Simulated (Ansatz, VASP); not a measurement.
## SnPt: VASP beside Ansatz

One calculation is typed for both programs; each brings its own data sets. How far apart do they land? The cell is generated by rule, not measured, and may not be a known phase. The cell is taken from a series of runs on this material, whose earlier steps may have relaxed, scaled, displaced or heated it; both programs get it as it stands.

Program: Ansatz 0.2.0. Level of theory: plane waves, with VASP 6.6.1 beside it; zone-centre phonons at PBEsol. Results are calculated unless marked as measured.

The structure was built from a prototype and need not be the compound's stable phase.

### 1. Set-up

It takes space group P6_3mc (No. 186, hexagonal). The conventional cell has a = 4.259 Å, b = 4.259 Å, c = 6.760 Å, α = 90.00°, β = 90.00°, γ = 120.00°. Nearest to Pt lie 4 Sn at 2.58 to 2.59 Å. Nearest to Sn lie 4 Pt at 2.58 to 2.59 Å. Farther neighbours are not listed.

### 2. Ansatz: zone-centre phonons, PBEsol

Ansatz runs on its default PAW (the set named soft_2) files.

Second derivatives magnify differences that forces hide, and they need a tight electronic threshold.

input.yaml reads:

```yaml
crystal:
  lattice:
    - [4.2593972992, 2.8354e-06, 0.0]
    - [-2.1297011051, 3.6887448482, 0.0]
    - [0.0, 0.0, 6.7595440262]
  atoms:
    - { symbol: Pt, position: [0.3333333333, 0.6666666667, -0.0039733183] }
    - { symbol: Pt, position: [0.6666666667, 0.3333333333, 0.4960266817] }
    - { symbol: Sn, position: [0.3333333333, 0.6666666667, 0.3789733183] }
    - { symbol: Sn, position: [0.6666666667, 0.3333333333, 0.8789733183] }
kpoints:
  mp_grid: { grid: [12, 12, 6] }
hamiltonian:
  xc: pbesol
scf:
  occupations: { method: methfessel_paxton, width: 0.15 }
output:
  eigenvalues: true
phonons:
  method: dfpt
```

Command:

```
> ansatz run input.yaml --threads 8 --pin off --max-ram 14336MiB --backend cpu --events-out ev --progress --plain --runs-dir out
```

Numbers of over 12 decimals in the logs are rounded to 6 here.

Output:

```text
Engine: ansatz 0.2.0, aarch64-unknown-linux-gnu
Pseudopotentials: kind: paw
Pseudopotential: Pt, paw, valence charge 18, recommended cutoff 420 eV (normal), Pt.paw.azcp
Pseudopotential: Sn, paw, valence charge 14, recommended cutoff 420 eV (normal), Sn.paw.azcp
Functional definition: PBEsol
  exchange = pbesol_x
  correlation = pbesol_c
Crystal: 4 atoms, lattice volume = 106.205 Å³
Basis set: ecut = 420 eV, 2045 PW (Γ), exchange–correlation on 60×60×96 points (8 copies of the dense FFT grid, shifted against one another)
Bands: 39, of which v1, the nominal top of the filled ones, is band 32 counted from 1 (31 counted from 0)
Symmetry: 12 space group operations
k-points: 242 of 864 (irreducible under 2 space group operations, time reversal used)
Non-local potential: Pt, projectors of the file, l = 0: 3, l = 1: 2, l = 2: 2, l = 3: 1
Non-local potential: Sn, projectors of the file, l = 0: 2, l = 1: 2, l = 2: 2, l = 3: 2
PAW form: soft (Blöchl's): semilocal exchange-correlation on the pseudo side does not see the compensation charge
PAW frozen core: Pt, regenerated for the run's functional, and the local potential with it (the file was generated under x = pbe(κ = 0.804, μ = 0.219515), c = pbe(β = 0.066725))
PAW frozen core: Sn, regenerated for the run's functional, and the local potential with it (the file was generated under x = pbe(κ = 0.804, μ = 0.219515), c = pbe(β = 0.066725))
PAW one-centre angular grid: Pt, 590 points (default); XC on 64 Gauss nodes
PAW one-centre angular grid: Sn, 590 points (default); XC on 64 Gauss nodes
Initial density: superposition of atomic densities (neutral atoms: chi_scale 0, normalization atom), corrected by the library's trained network
Initial wavefunctions: pseudopotential atomic-orbital guess
Functional: x = pbesol(κ = 0.804, μ = 0.123457), c = pbesol(β = 0.046)
SCF iter   1: F=—  HF=-36667.359961 eV  |F-HF|=—  |Δ(HF+E_count)|=         —  Δρ=3.46e-3  dr2=1.35e-2  ethr=1.77e-3  ⟨swp⟩=6.5  Hψ=38113  notcnv=0
preconditioner: auto → LDOS  [metal: Δε(μ)=0.040 eV  Ē_g=14.751 eV  σ=0.150 eV  W_gap=0.22  n_scr=22 (ndim 8)  ℏωp=25.0 eV  f_vac=0.059  D(μ)=1.76/eV (n_scr^D=8)  β→1.0]
SCF iter   2: F=—  HF=-36667.358993 eV  |F-HF|=—  |Δ(HF+E_count)|=   9.68e-4  S|Δr|=    0.00e0  Δρ=2.61e-3  dr2=7.63e-3  ethr=2.11e-5  ⟨swp⟩=2.3  Hψ=17372  notcnv=0
SCF iter   3: F=—  HF=-36667.356756 eV  |F-HF|=—  |Δ(HF+E_count)|=   2.24e-3  S|Δr|=    0.00e0  Δρ=3.38e-4  dr2=1.28e-4  ethr=1.19e-5  ⟨swp⟩=2.0  Hψ=14819  notcnv=0
SCF iter   4: F=—  HF=-36667.356737 eV  |F-HF|=—  |Δ(HF+E_count)|=   1.90e-5  S|Δr|=    0.00e0  Δρ=7.56e-5  dr2=6.77e-6  ethr=2.00e-7  ⟨swp⟩=2.0  Hψ=16326  notcnv=0
SCF iter   5: F=—  HF=-36667.356741 eV  |F-HF|=—  |Δ(HF+E_count)|=   3.89e-6  S|Δr|=    0.00e0  Δρ=2.64e-5  dr2=8.67e-7  ethr=1.06e-8  ⟨swp⟩=2.0  Hψ=14819  notcnv=0
SCF iter   6: F=—  HF=-36667.356741 eV  |F-HF|=—  |Δ(HF+E_count)|=   3.67e-7  S|Δr|=    0.00e0  Δρ=5.48e-6  dr2=3.26e-8  ethr=1.35e-9  ⟨swp⟩=2.0  Hψ=14630  notcnv=0
SCF iter   7: F=—  HF=-36667.356741 eV  |F-HF|=—  |Δ(HF+E_count)|=   6.51e-9  S|Δr|=    0.00e0  Δρ=1.44e-6  dr2=2.83e-9  ethr=5.10e-11  ⟨swp⟩=2.0  Hψ=12524  notcnv=0
SCF iter   8: F=—  HF=-36667.356741 eV  |F-HF|=—  |Δ(HF+E_count)|=  8.95e-10  S|Δr|=    0.00e0  Δρ=3.67e-7  dr2=1.61e-10  ethr=4.42e-12  ⟨swp⟩=2.0  Hψ=14831  notcnv=0
SCF iter   9: F=-36667.356741 eV  HF=-36667.356741 eV  |F-HF|=7.28e-12  |Δ(HF+E_count)|=  2.18e-11  S|Δr|=    0.00e0  Δρ=1.04e-7  dr2=8.48e-12  ethr=1.00e-12  ⟨swp⟩=9.0  Hψ=53659  notcnv=0
SCF 1 converged in 9 iterations: F = -36667.356741 eV  dr2 = 8.48e-12
  greatest PAW one-centre occupation: 1.000 electrons in one spin orbital (limit 2), on the Pt atom at site 0 (counted from 0), in its partial waves of l = 0
DFPT response loops at Γ: preconditioner auto → Kerker (q_TF=auto, 2.507 Å⁻¹) (partly filled bands, converged f_vac=0.056); β = 1.00, the filter's whole step (`scf.mixing.beta` (0.50) is not read by the response loops under this deck's `scf.mixing.preconditioner`; to damp them name `kerker` or `kerker_dos`, under which they read `scf.mixing.beta`, and type it under 1.00, their step now; both keys bind the ground state too); Broyden in place of MSR1
SCF converged after 9 iterations
Stability not checked: this state was not tested for a lower state beside it, because cold or Methfessel-Paxton smearing, or corrected tetrahedra, fill the levels in a way that the test cannot read (fill_not_monotonic; see scf.lower_state_search)
Free energy (F): -36667.356741 eV
Harris-Foulkes:  -36667.356741 eV  (|F-HF|=7.28e-12)
Internal energy: -36667.356707 eV  (E = F + TS)
E sigma→0 (E₀):  -36667.356733 eV
Entropy (-TS):   -0.000035 eV (-0.009 meV/atom)
Fermi energy:    10.641748 eV
Step filling:    the computed levels leave a gap of 0.0000 eV = 0.0 smearing widths at the electron count; against every level under it full and every level over it empty, smearing changes F+E_penalty+E_count by -0.016 meV and its σ→0 estimate by -7.74e-3 meV
--- Per-component energies (eV) ---
  E_band       = -857.533186
  E_kinetic    = 1655.363038
  E_local      = -7053.540439  (includes V_loc(G=0)·N_el)
  E_nonlocal   = 348.464942
  E_hartree    = 3145.608844
  E_xc         = -1277.367062
  E_vxc        = -796.453523  (∫ρ·V_xc dr)
  E_paw        = -26769.205694  (= ΣΔE_a)
  E_vpaw       = -1302.585263  (= ΣTr[D̂ρ^β])
  E_aug_tail   = 0.000372  (compensation charges beyond the density's cutoff)
  E_ewald      = -6717.824350
  E_core_change = 1.143642  (= ΣΔE_core)
  E_smearing   = -0.000035  (= −TS)
  E_closure    = 0.000000  (closes the sum)
  Σ components = -36667.356741   (vs F -36667.356741, Δ=0.00e0)
--- Band table (eV; the first three rows and the last of 242) ---
  k-point 0: bands = [... 28 lower, 8.2513, 8.2513, 8.6591, 13.7794, 13.7794, 15.4792, 15.8728, 16.0389, ... 3 higher]
  k-point 1: bands = [... 28 lower, 8.2439, 8.2439, 9.1760, 13.8929, 13.8929, 14.8207, 15.5025, 16.0460, ... 3 higher]
  k-point 2: bands = [... 28 lower, 8.2125, 8.2125, 10.3495, 13.3928, 14.2245, 14.2245, 15.3889, 15.3889, ... 3 higher]
  k-point 241: bands = [... 28 lower, 8.3715, 8.3715, 9.3437, 9.3437, 11.0121, 11.0121, 12.9553, 12.9553, ... 3 higher]
--- Phonons (Γ-DFPT): 4 representative perturbations + reference, on 242 of 864 k-points (Σ response iterations 12) ---
  k mesh reduced under 2 symmetry operations, with k and −k counted as one. Each operation leaves every solved perturbation unchanged. A smaller set is not used because it would not reduce the number of displacements times k-points to solve
  ASR residual: 6.645e-5 → 0.000e0 eV/Å²; symmetrization residual: 2.572e-4 eV/Å²
  ASR residual per site (eV/Å²): 5.36e-5 5.36e-5 6.65e-5 6.65e-5
  Γ frequencies (cm⁻¹): -11.26 -11.26 0.00 0.00 0.00 88.73 164.33 179.55 184.01 184.01 185.45 185.45
  non-analytic LO–TO correction: not included (Born effective charges unavailable; polar crystals: no LO–TO splitting at Γ)
```

In the SCF lines HF is the Harris–Foulkes energy and dr2 the Hartree energy of the density residual, in eV; the loop may stop once dr2 is under the threshold and the program's other checks hold. Hψ counts applications of the Hamiltonian.

(Continued in part 2 of 2.)

[Lines on the potential files, build, host, timing and source positions are cut from VASP's logs without a mark.]

[Logs are printed without paths, hosts, clocks, repeated set-up lines and the standing remarks that a program may print on its own settings, such as how far it seeks lower states.]

[Hosts, paths, dates, database ids (printed as entryN), source tags and the programs' standing remarks are cut or masked in the printed files.]
